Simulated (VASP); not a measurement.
All values below come from r2SCAN meta-GGA, VASP's PBE PAW potentials (set 64) (plane waves; VASP). Each cell was relaxed at this level, without spin-orbit coupling.

Q: Which of these comes out without a gap?
(A) Si, Fd-3m (227)
(B) CdS, P6_3mc (186)
(C) Se, P3_121 (152)
(D) Li, Im-3m (229)

A: D, Li, Im-3m (229). The others have gaps of 1.32 eV (Se, P3_121 (152)), 0.80 eV (Si, Fd-3m (227)), 1.63 eV (CdS, P6_3mc (186)).
